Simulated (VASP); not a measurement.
A convergence study with VASP on HfN (rock salt): a few settings are varied, all else stays as given below, so the limit is that of these other settings. The cell's lengths are 1 % over those of the tabulated start and one atom is moved, so it is off equilibrium.

```
CELL_PARAMETERS angstrom
      0.00000     2.28260     2.28260
      2.28260     0.00000     2.28260
      2.28260     2.28260     0.00000
ATOMIC_POSITIONS crystal
  Hf 0.00000 0.00000 0.00000
  N  0.48673 0.51327 0.51327
```

These are LDA (Ceperley-Alder, Perdew-Zunger), VASP's LDA PAW potentials (set 64) (plane waves; VASP 6.6.1) values and carry that method's errors. The last row used: 900 eV cut-off, 11×11×11 Γ-centred mesh, first-order Methfessel-Paxton smearing of 0.10 eV, potentials Hf_pv N_h.

Energies of different potentials or hybrids have different zeros.

```
setting                        E (eV/atom)  pressure (GPa)  largest force (eV/Å)  plane waves
-----------------------------  -----------  --------------  --------------------  -----------
ENCUT = 300, POTCAR Hf_pv N       -11.8748          -36.96                 0.564          291
ENCUT = 520, POTCAR Hf_pv N       -11.8760          -17.73                 0.587          654
ENCUT = 900, POTCAR Hf_pv N       -11.8781          -17.68                 0.588         1470
ENCUT = 300, POTCAR Hf N          -11.9293          -37.19                 0.588          291
ENCUT = 400, POTCAR Hf N               [?]             [?]                 0.610          444
ENCUT = 520, POTCAR Hf N          -11.9289          -18.31                 0.610          654
ENCUT = 700, POTCAR Hf N          -11.9298          -18.42                 0.610         1011
ENCUT = 900, POTCAR Hf N          -11.9305          -18.26                 0.610         1470
ENCUT = 300, POTCAR Hf_sv N       -13.2817          -36.36                 0.570          291
ENCUT = 400, POTCAR Hf_sv N            [?]             [?]                 0.598          444
ENCUT = 520, POTCAR Hf_sv N       -13.2865          -17.21                 0.597          654
ENCUT = 700, POTCAR Hf_sv N       -13.2878          -17.35                 0.598         1011
ENCUT = 900, POTCAR Hf_sv N       -13.2885          -17.18                 0.598         1470
ENCUT = 300, POTCAR Hf_pv N_s     -11.8746          -18.69                 0.589          291
ENCUT = 400, POTCAR Hf_pv N_s     -11.8751          -17.87                 0.590          444
ENCUT = 520, POTCAR Hf_pv N_s     -11.8775          -17.78                 0.589          654
ENCUT = 700, POTCAR Hf_pv N_s     -11.8781          -17.67                 0.589         1011
ENCUT = 900, POTCAR Hf_pv N_s     -11.8782          -17.66                 0.589         1470
ENCUT = 300, POTCAR Hf_pv N_h     -11.5065          -89.70                 0.592          291
ENCUT = 400, POTCAR Hf_pv N_h     -11.6032          -65.71                 0.615          444
ENCUT = 520, POTCAR Hf_pv N_h     -11.7945          -39.33                 0.606          654
ENCUT = 700, POTCAR Hf_pv N_h     -11.8688          -21.88                 0.588         1011
ENCUT = 900, POTCAR Hf_pv N_h     -11.8771          -17.95                 0.586         1470
```

Q: Fill in the missing entries.

A: 
- ENCUT = 400, POTCAR Hf N, E (eV/atom): -11.9296
- ENCUT = 400, POTCAR Hf N, pressure (GPa): -21.25
- ENCUT = 400, POTCAR Hf_sv N, E (eV/atom): -13.2862
- ENCUT = 400, POTCAR Hf_sv N, pressure (GPa): -20.70

Left out are rungs that failed or repeat a setting and relaxations that didn't move; long series are thinned to 24 rows.

The compound is HfN in the rock salt structure. The cell was not relaxed at this level, it is distorted from the ideal structure. The electron count is odd and the run is not spin-polarised, which forces a metal.
